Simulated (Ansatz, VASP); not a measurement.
**Two plane-wave programs on BaTaI6**

```
Ba Ta I
1.0
     0.00000    5.43733    5.43733
     5.43733    0.00000    5.43733
     5.43733    5.43733    0.00000
Ba Ta I
1 1 6
Cartesian
  5.4373 5.4373 5.4373
  0.0000 0.0000 0.0000
  0.0000 2.7187 2.7187
  5.4373 2.7187 2.7187
  2.7187 0.0000 2.7187
  2.7187 5.4373 2.7187
  2.7187 2.7187 0.0000
  2.7187 2.7187 5.4373
```

Change from the starting cell: species swapped into the MnCuPt6 type (Fm-3m, No. 225).

Alike in both runs: task single point; functional PBE; k mesh 4 × 4 × 4; occupations gaussian, width 0.1 eV; no spin polarisation.

```csv
,VASP,Ansatz
version,VASP 6.6.1,Ansatz 0.2.0
potentials or method,"VASP PAW PBE potentials, release 64 (Ba_sv, Ta_pv, I)","scalar-relativistic, plane waves, PAW"
plane-wave cutoff (eV),520,420
valence electrons in the cell,63,125
```

```tsv
	VASP	Ansatz	Ansatz less VASP
gap on the k mesh at the Fermi level (eV)	none	none	-
pressure (GPa)	-3.0	-3.1	-0.09
```

A gap of «none» marks a metal or a gap that the smearing closes. The two sets of potentials don't hold the same shells in valence.

Caveats: an odd number of electrons without spin polarisation forces a metal; a magnetic or distorted state may lie lower. Spin-orbit coupling is left out, which matters for the levels of Ba, I, Ta.
